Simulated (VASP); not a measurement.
The system is KSiTe2.

```
CELL_PARAMETERS angstrom
3.80047 0.00000 0.00000
-1.90024 3.29130 0.00000
0.00000 0.00000 7.59916
ATOMIC_POSITIONS crystal
K 0.00000 0.00000 0.50000
Si 0.00000 0.00000 0.00000
Te 0.66667 0.33333 0.78892
Te 0.33333 0.66667 0.21108
```

The cell was built by a generator and needn't be a form met in nature.

* Program: VASP 6.6.1
* Task: relaxation of cell and atoms
* Functional: PBE
* Potentials or basis: VASP PAW PBE potentials, release 64 (K_sv, Si, Te)
* Cutoff: 600 eV
* k mesh: 6 × 6 × 2
* Occupations: gaussian, width 0.1 eV
* Spin: no spin polarisation

At the start: pressure 13.4 GPa; volume 23.76 Å³/atom.

Q: Where does the relaxation end?

A: Over 8 steps the energy falls by 270.1 meV/atom and the volume is 30.68 Å³/atom (+29.1 %); space group P-3m1 (No. 164, to 0.05 Å).

Step by step:
```
step  energy change (eV)  largest force (eV/Å)  pressure (GPa)  volume (Å³)
   1              0.0000                1.1419           13.44        95.05
   2             -0.9159                0.9885           -1.59       125.19
   3             -0.9299                1.0053           -0.45       120.66
   4             -1.0118                0.6358           -0.15       120.48
   5             -1.0619                0.0568            0.56       120.17
   6             -1.0759                0.0189           -0.03       122.46
   7             -1.0777                0.0008           -0.33       123.75
   8             -1.0803                0.0319           -0.01       122.72
```

Final structure:
```
K Si Te
1.0
     4.12264    0.00000    0.00000
    -2.06132    3.57031    0.00000
     0.00000    0.00000    8.33768
K Si Te
1 1 2
Direct
  0.00000 0.00000 0.50000
  0.00000 0.00000 0.00000
  0.66667 0.33333 0.81478
  0.33333 0.66667 0.18522
```

Caveat: the k mesh is coarse (spacing up to 0.41 Å⁻¹), so the values aren't converged; the volume moved by over 15 % at a fixed basis, so the end points are rough.
